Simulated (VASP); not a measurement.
Input of a VASP 6.6.1 run:

The input INCAR:

```
  PREC = Accurate
  ENCUT = 520
  EDIFF = 1E-7
  ISMEAR = 0
  SIGMA = 0.01
  LREAL = False
  LASPH = True
  NELM = 80
  ALGO = Normal
  ISIF = 2
  LWAVE = False
  LCHARG = False
  GGA = PE
  NBANDS = 25
```

The input KPOINTS:

```
Automatic mesh
0
Gamma
  1 1 1
```

The input POSCAR:

```
InCl3
1.0
   11.0000000000      0.0000000000      0.0000000000
    0.0000000000     13.0000000000      0.0000000000
    0.0000000000      0.0000000000     13.0000000000
Cl In
3 1
Direct
    0.4716500000      0.5635346200      0.6498000000
    0.5824500000      0.3707115400      0.4321923100
    0.4199136400      0.6325192300      0.3554307700
    0.4914045500      0.5222807700      0.4791153800
```

Potentials or basis: VASP PAW PBE potentials, release 64 (Cl, In_d).

Launch:

```bash
$ cat potpaw_PBE.64/Cl/POTCAR potpaw_PBE.64/In_d/POTCAR > POTCAR
$ mpirun -np 1 vasp_gam > vasp.out
```

(1) Predict the largest force.

(2) Predict the gap between the frontier levels.

## Answers

(1) 0.340 eV/Å.

(2) 4.27 eV.

Caveat: spin-orbit coupling is left out, which moves the levels of the heavy elements.
